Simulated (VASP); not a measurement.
Data:

```
Ho
1.0
    1.77892    -3.08118     0.00000
    1.77892     3.08118     0.00000
    0.00000     0.00000     5.46871
Ho
2
Direct
  0.33333   0.66667   0.25000
  0.66667   0.33333   0.75000
```

These are AM05 GGA, VASP's PBE PAW potentials (set 64) (plane waves; VASP 6.6.1) values and carry that method's errors. Run with 520 eV cut-off, Gaussian smearing of 0.050 eV, potentials Ho_3.

The 4f electrons are frozen in the core of the lanthanide potential, so 4f levels, which can set the real gap, and their magnetism are missing.

Give the energies of bands 7 to 12 at the high-symmetry points, in eV from the Fermi level.

```tsv
band	Γ	M	K	A	L	H
7	-5.38	-2.03	-0.94	-3.67	-2.01	-0.61
8	-2.24	-1.47	-0.79	-3.67	-2.01	-0.61
9	1.42	-0.96	-0.79	1.14	0.10	-0.43
10	1.89	-0.02	-0.47	1.14	0.10	-0.43
11	1.89	1.50	1.27	1.76	1.69	0.59
12	2.47	1.75	1.27	1.76	1.69	0.59
```

It has no gap at this level: it comes out as a metal or semimetal.

The compound is Ho in the hcp structure. It was relaxed first.
